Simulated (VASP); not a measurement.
A VASP calculation is set up with these files.

KPOINTS:
```
Automatic mesh
0
Gamma
6 6 1
0 0 0
```

**POSCAR**
```
MgSe
1
    4.2006998286     0.0000000005    -0.0000000000
   -2.1003504134     3.6379129447     0.0000000000
    0.0000000000    -0.0000000000    20.5228159348
Mg Se
6 6
Direct
  0.0000000000   0.0000000000   0.9998545875
  0.0000000000   0.0000000000   0.4998545875
  0.6666670000   0.3333330000   0.8332411836
  0.3333330000   0.6666670000   0.3332411836
  0.6666670000   0.3333330000   0.1664909046
  0.3333330000   0.6666670000   0.6664909046
  0.0000000000   0.0000000000   0.8746680689
  0.0000000000   0.0000000000   0.3746680689
  0.6666670000   0.3333330000   0.7079693756
  0.3333330000   0.6666670000   0.2079693756
  0.6666670000   0.3333330000   0.0414758797
  0.3333330000   0.6666670000   0.5414758797
```

**INCAR**
```
SYSTEM = MgSe
PREC = Accurate
ENCUT = 400
EDIFF = 1E-6
NELM = 100
ALGO = Normal
LREAL = .FALSE.
LASPH = .TRUE.
ISMEAR = 0
SIGMA = 0.05
METAGGA = R2SCAN
LMIXTAU = .TRUE.
LMAXMIX = 4
LWAVE = .FALSE.
LCHARG = .FALSE.
IBRION = 2
ISIF = 3
NSW = 60
EDIFFG = -0.02
```

POTCAR, in this order: Mg Se (PBE.64 set). Program: vasp_std.

Q: Write an equivalent input for Ansatz.

A: One equivalent input (not run):
Ansatz 0.2 input:
```yaml
crystal:
  lattice:
    - [4.2006998, 0.0000000, 0.0000000]
    - [-2.1003504, 3.6379129, 0.0000000]
    - [0.0000000, 0.0000000, 20.5228159]
  atoms:
    - { symbol: Mg, position: [0.0000000, 0.0000000, 0.9998546] }
    - { symbol: Mg, position: [0.0000000, 0.0000000, 0.4998546] }
    - { symbol: Mg, position: [0.6666670, 0.3333330, 0.8332412] }
    - { symbol: Mg, position: [0.3333330, 0.6666670, 0.3332412] }
    - { symbol: Mg, position: [0.6666670, 0.3333330, 0.1664909] }
    - { symbol: Mg, position: [0.3333330, 0.6666670, 0.6664909] }
    - { symbol: Se, position: [0.0000000, 0.0000000, 0.8746681] }
    - { symbol: Se, position: [0.0000000, 0.0000000, 0.3746681] }
    - { symbol: Se, position: [0.6666670, 0.3333330, 0.7079694] }
    - { symbol: Se, position: [0.3333330, 0.6666670, 0.2079694] }
    - { symbol: Se, position: [0.6666670, 0.3333330, 0.0414759] }
    - { symbol: Se, position: [0.3333330, 0.6666670, 0.5414759] }
kpoints:
  mp_grid: { grid: [6, 6, 1] }
hamiltonian:
  xc: r2scan
  pseudopotentials: { kind: paw }
scf:
  occupations: { method: gaussian, width: 0.05 }
  max_iter: 100
relax:
  max_steps: 60
  f_tol: 0.02
  cell: {}
output: { forces: true, stress: true, eigenvalues: true }
```
What does not carry over: each code has its own PAW files, so the cut-off isn't converted (ENCUT is set for VASP's; basis.ecutwfc is left out, and Ansatz then takes the one that its files recommend); Ansatz stops its SCF on the density residual and VASP on the energy change (EDIFF).

The structure was generated: MgSe was put into the 6H type (P6_3mc), which need not be its known phase. This run relaxes it. Symmetry was kept, so distortions that lower it aren't found. The start is the result of an earlier pass.
